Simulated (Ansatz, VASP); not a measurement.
## One calculation of Ga3F, two programs

```
Ga F
1.0
     0.00000    3.24755    3.24755
     3.24755    0.00000    3.24755
     3.24755    3.24755    0.00000
Ga F
3 1
Direct
  0.25000 0.25000 0.25000
  0.75000 0.75000 0.75000
  0.00000 0.00000 0.00000
  0.50000 0.50000 0.50000
```

Alike in both runs: functional PBE; k mesh 4 × 4 × 4; occupations gaussian, width 0.1 eV; no spin polarisation.

Ansatz relaxed the structure, and its values are those at the end. VASP's run is a single point on that final structure, the one shown.

|  | VASP | Ansatz |
| --- | --- | --- |
| version | VASP 6.6.1 | Ansatz 0.2.0 |
| potentials or method | VASP PAW PBE potentials, release 64 (Ga_d, F) | scalar-relativistic, plane waves, PAW |
| plane-wave cutoff (eV) | 520 | 420 |
| valence electrons in the cell | 46 | 46 |

```csv
,VASP,Ansatz,Ansatz less VASP
gap on the k mesh at the Fermi level (eV),none,none,-
pressure (GPa),-0.5,-0.3,+0.15
```

A gap of «none» marks a metal or a gap that the smearing closes. With one functional, cell and mesh, what is left measures potentials, basis and numerics.

Caveats: the k mesh is coarse (spacing up to 0.42 Å⁻¹), so the values aren't converged.
